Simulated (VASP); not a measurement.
OSZICAR of a VASP run on V (bcc):

OSZICAR:
```
       N       E                     dE             d eps       ncg     rms          rms(c)
DAV:   1     0.776932053319E+02    0.77693E+02   -0.75340E+03  3316   0.147E+03
DAV:   2    -0.204062249034E+02   -0.98099E+02   -0.96322E+02  3402   0.382E+02
DAV:   3    -0.218620325424E+02   -0.14558E+01   -0.14388E+01  3466   0.556E+01
DAV:   4    -0.218720549625E+02   -0.10022E-01   -0.98919E-02  3346   0.465E+00
DAV:   5    -0.218721757709E+02   -0.12081E-03   -0.12081E-03  3428   0.519E-01    0.258E+01
DAV:   6    -0.171032693308E+02    0.47689E+01   -0.11292E+01  3314   0.557E+01    0.216E+00
DAV:   7    -0.173334034874E+02   -0.23013E+00   -0.93651E-01  3300   0.144E+01    0.329E+00
DAV:   8    -0.173436857963E+02   -0.10282E-01   -0.50158E-01  3304   0.111E+01    0.179E+00
DAV:   9    -0.174306750660E+02   -0.86989E-01   -0.73726E-02  3300   0.459E+00    0.100E+00
DAV:  10    -0.174855174034E+02   -0.54842E-01   -0.11644E-01  3300   0.450E+00    0.408E-01
DAV:  11    -0.174507619282E+02    0.34755E-01   -0.25189E-02  3300   0.198E+00    0.309E-01
DAV:  12    -0.174331288990E+02    0.17633E-01   -0.43310E-02  3300   0.270E+00    0.133E-01
DAV:  13    -0.174355569690E+02   -0.24281E-02   -0.28233E-03  3302   0.894E-01    0.138E-01
DAV:  14    -0.174321934321E+02    0.33635E-02   -0.69713E-03  3300   0.136E+00    0.390E-02
DAV:  15    -0.174322417090E+02   -0.48277E-04   -0.56051E-04  3300   0.336E-01    0.726E-02
DAV:  16    -0.174322085731E+02    0.33136E-04   -0.97120E-06  3340   0.467E-02    0.660E-02
DAV:  17    -0.174321329362E+02    0.75637E-04   -0.55733E-05  3300   0.112E-01    0.393E-02
DAV:  18    -0.174320866893E+02    0.46247E-04   -0.11364E-04  3300   0.162E-01    0.219E-02
DAV:  19    -0.174320803494E+02    0.63399E-05   -0.44581E-06  3300   0.328E-02    0.195E-02
DAV:  20    -0.174320786727E+02    0.16768E-05   -0.30283E-06  3300   0.255E-02    0.898E-03
DAV:  21    -0.174320806523E+02   -0.19796E-05   -0.78242E-06  3300   0.422E-02    0.179E-03
DAV:  22    -0.174320797547E+02    0.89755E-06   -0.70007E-07  3300   0.121E-02    0.366E-03
DAV:  23    -0.174320795465E+02    0.20824E-06   -0.14677E-07  2860   0.635E-03    0.312E-03
DAV:  24    -0.174320776896E+02    0.18569E-05   -0.33560E-07  3300   0.860E-03    0.145E-03
DAV:  25    -0.174320768377E+02    0.85186E-06   -0.16851E-07  3194   0.646E-03    0.454E-04
DAV:  26    -0.174320770941E+02   -0.25639E-06   -0.17262E-08  1658   0.198E-03    0.137E-04
DAV:  27    -0.174320769652E+02    0.12885E-06   -0.15089E-09  1652   0.657E-04    0.122E-04
DAV:  28    -0.174320769995E+02   -0.34252E-07   -0.32210E-10  1656   0.295E-04
   1 F= -.17432077E+02 E0= -.17431747E+02  d E =-.990839E-03
```

Q: Which electronic solver shows in the log?

A: It is blocked Davidson (ALGO = Normal, or the opening steps of other solvers). The INCAR had ALGO = Normal.

Q: How was spin treated?

A: Without spin polarisation: there is no mag entry.

Q: Can the final energy be trusted as converged?

A: Self-consistency was reached. It stopped with EDIFF = 1E-7, NELM = 100 (SCAN meta-GGA, plane waves, VASP's PBE PAW potentials (set 64)).

The compound is V in the bcc structure. This cell is one point of a volume scan, at 0.94 of the reference volume. The run is not spin-polarised, so no magnetic state was tried.
